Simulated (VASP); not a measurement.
CoCl2, 3 atoms in the cell. It takes space group P-3m1 (No. 164, trigonal). The conventional cell has a = 3.357 Å, b = 3.357 Å, c = 5.611 Å, α = 90.00°, β = 90.00°, γ = 120.00°. Around Co (site symmetry -3m) lie 6 Cl at 2.35 Å. Cl (site symmetry 3m) is surrounded by 3 Co at 2.35 Å. The cell comes from a database or a generator and needn't be the stable form of this composition.

```yaml
Program: VASP 6.6.1
Task: single point
Functional: LDA
Potentials_or_basis: VASP PAW LDA potentials, release 64 (Co, Cl)
Cutoff: 520 eV
k_mesh: 12 × 12 × 6
Occupations: methfessel-paxton, width 0.02 eV
Spin: collinear spin, typed start
Starting_moments: "[2.75, 0.2, 0.2] μB"
Dipole_correction: no
Further_INCAR_settings: ALGO = Normal; EDIFF = 1e-06; NBANDS = 22
```

Potentials or basis: VASP PAW LDA potentials, release 64 (Co, Cl).

Run with:

```sh
$ cat potpaw_LDA.64/Co/POTCAR potpaw_LDA.64/Cl/POTCAR > POTCAR
$ mpirun -np 1 vasp_std > vasp.out
```

Hardware: 1 thread of Intel(R) Xeon(R) Platinum 8488C (Sapphire Rapids) (shared host).

Problem. How long does it take, and how much memory?

Solution. Run time: 3.5 min on 1 thread of Intel(R) Xeon(R) Platinum 8488C (Sapphire Rapids), on a shared host, peak memory 0.29 GiB. Counts: scf iterations 17, k points 100.
